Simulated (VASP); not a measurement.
An input for Quantum ESPRESSO's pw.x (written as the equivalent of a VASP run, and not itself run):

```
&CONTROL
  calculation = 'scf'
  pseudo_dir = './pseudo'
  outdir = './out'
  tprnfor = .true.
  tstress = .true.
/
&SYSTEM
  ibrav = 0
  nat = 6
  ntyp = 2
  ecutwfc = 92
  occupations = 'smearing'
  smearing = 'gaussian'
  degauss = 0.003675
  input_dft = 'pz'
/
&ELECTRONS
  conv_thr = 7.3e-08
  electron_maxstep = 100
/
ATOMIC_SPECIES
  Zr 91.224 Zr.upf
  Cu 63.546 Cu.upf
CELL_PARAMETERS angstrom
     0.0000000    3.3433140    3.3433140
     3.3433140    0.0000000    3.3433140
     3.3433140    3.3433140    0.0000000
ATOMIC_POSITIONS crystal
  Zr   0.0197200 -0.0036330 -0.0113460
  Cu   0.7420480  0.7492340  0.7497440
  Cu   0.3441120  0.9022180  0.3730380
  Cu   0.3931620  0.3710320  0.3832780
  Cu   0.8525590  0.3885280  0.3850300
  Cu   0.3983990  0.3426200  0.8702560
K_POINTS automatic
  4 4 4 0 0 0
```

**Question.** Translate this input to VASP (INCAR, KPOINTS, POSCAR, choice of POTCAR).

**Answer.** Several could match; the one computed here: 
File KPOINTS:
```
Automatic mesh
0
Gamma
4 4 4
0 0 0
```

INCAR:
```
LWAVE  =  .FALSE.
LREAL  =  .FALSE.   ! projection in real space or not
ENCUT  =  300   ! plane-wave cut-off (eV)
ISIF  =  2   ! forces and stress, cell fixed
ISMEAR  =  0
PREC  =  Accurate
SYSTEM  =  ZrCu5
EDIFF  =  1E-6   ! SCF stop (eV)
LASPH  =  .TRUE.
ALGO  =  Normal
LMAXMIX  =  4
NELM  =  100   ! most electronic steps
LCHARG  =  .FALSE.
SIGMA  =  0.05   ! width (eV)
```

**POSCAR**
```
ZrCu5
1
    0.0000000000     3.3433140000     3.3433140000
    3.3433140000     0.0000000000     3.3433140000
    3.3433140000     3.3433140000     0.0000000000
Zr Cu
1 5
Direct
  0.0197200000  -0.0036330000  -0.0113460000
  0.7420480000   0.7492340000   0.7497440000
  0.3441120000   0.9022180000   0.3730380000
  0.3931620000   0.3710320000   0.3832780000
  0.8525590000   0.3885280000   0.3850300000
  0.3983990000   0.3426200000   0.8702560000
```

POTCAR, in this order: Zr_sv Cu (LDA.64 set). Program: vasp_std.

What does not carry over: the potentials are each code's own (VASP's PAW set, PseudoDojo norm-conserving files in pw.x), so ENCUT and ecutwfc are chosen apart and not converted; conv_thr bounds pw.x's estimated SCF error, while EDIFF bounds the energy change between steps.

The structure comes from a computed database's ZrCu5 entry; how it stands against other phases isn't given here. The cell was not relaxed at this level, atoms are displaced from their ideal sites. The k-mesh is coarse (spacing up to 0.41 per Å, 2π included), so the numbers may not be converged in it.
